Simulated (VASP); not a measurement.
A run of VASP 6.6.1 is set up as follows.

The input INCAR:

```
PREC = Accurate
ENCUT = 520
EDIFF = 1E-6
ISMEAR = 0
SIGMA = 0.01
LREAL = F
LASPH = T
NELM = 100
ALGO = Fast
ISIF = 2
LWAVE = F
LCHARG = F
GGA = PE
IBRION = 2
NSW = 60
EDIFFG = -0.01
```

The input KPOINTS:

```
Automatic mesh
0
Gamma
  1 1 1
```

File POSCAR:

```
MgH2BrN
1.0
   13.0000000000      0.0000000000      0.0000000000
    0.0000000000     13.0000000000      0.0000000000
    0.0000000000      0.0000000000     12.0000000000
N Mg Br H
1 1 1 2
Direct
    0.4132380000      0.5606960000      0.4636610000
    0.5133700000      0.4737710000      0.5246420000
    0.6377380000      0.3703360000      0.6039360000
    0.3987690000      0.6371790000      0.4856940000
    0.3616400000      0.5422820000      0.4021890000
```

Potentials or basis: VASP PAW PBE potentials, release 64 (N, Mg, Br, H).

Launch:

```sh
$ cat potpaw_PBE.64/N/POTCAR potpaw_PBE.64/Mg/POTCAR potpaw_PBE.64/Br/POTCAR potpaw_PBE.64/H/POTCAR > POTCAR
$ mpirun -np 1 vasp_gam > vasp.out
```

(1) Estimate the energy gained by relaxing.

(2) Estimate the gap between the frontier levels.

Results:

(1) 5.3 meV/atom.

(2) 3.20 eV.
